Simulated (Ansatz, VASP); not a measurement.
**CaOs4: VASP beside Ansatz**

File INCAR:

```
SYSTEM = CaOs4
ALGO = Fast ; EDIFF = 1E-6
ENCUT = 520 ; GGA = PE
ISIF = 2 ; ISMEAR = 0
LASPH = .True. ; LCHARG = .False.
LREAL = .False. ; LWAVE = .False.
NBANDS = 29 ; NELM = 100
PREC = Accurate ; SIGMA = 0.1
```

Contents of KPOINTS:

```
k-points
0
Gamma
  4 4 4
  0 0 0
```

POSCAR

```
CaOs4
1.0
    4.3973466200      0.0000000000      0.0000000000
    0.0000000000      4.3973466200      0.0000000000
    0.0000000000      0.0000000000      4.3973466200
Ca Os
1 4
Direct
    0.0000000000      0.0000000000      0.0000000000
    0.5000000000      0.0000000000      0.0000000000
    0.0000000000      0.5000000000      0.0000000000
    0.0000000000      0.0000000000      0.5000000000
    0.5000000000      0.5000000000      0.5000000000
```

Input for Ansatz:

```yaml
crystal:
  lattice:
    - [4.39734662, 0.0, 0.0]
    - [0.0, 4.39734662, 0.0]
    - [0.0, 0.0, 4.39734662]
  atoms:
    - { symbol: Ca, position: [0.0, 0.0, 0.0] }
    - { symbol: Os, position: [0.5, 0.0, 0.0] }
    - { symbol: Os, position: [0.0, 0.5, 0.0] }
    - { symbol: Os, position: [0.0, 0.0, 0.5] }
    - { symbol: Os, position: [0.5, 0.5, 0.5] }
basis:
  ecutwfc: 420
kpoints:
  mp_grid: { grid: [4, 4, 4] }
hamiltonian:
  xc: pbe
scf:
  occupations: { method: gaussian, width: 0.1 }
  lower_state_search: "off"
output:
  forces: true
  stress: true
  eigenvalues: true
```

Alike in both runs: task single point; functional PBE; k mesh 4 × 4 × 4; occupations gaussian, width 0.1 eV; no spin polarisation.

```csv
,VASP,Ansatz
version,VASP 6.6.1,Ansatz 0.2.0
potentials or method,"VASP PAW PBE potentials, release 64 (Ca_sv, Os)","scalar-relativistic, plane waves, PAW"
plane-wave cutoff (eV),520,420
valence electrons in the cell,42,74
```

```tsv
	VASP	Ansatz	Ansatz less VASP
gap on the k mesh at the Fermi level (eV)	none	none	-
pressure (GPa)	11.4	9.3	-2.11
```

A gap of «none» marks a metal or a gap that the smearing closes. The functional is the same, so the differences come from potentials, cutoffs and numerics. The two sets of potentials don't hold the same shells in valence.

The runs have no spin-orbit coupling, so splittings on Os are missing.
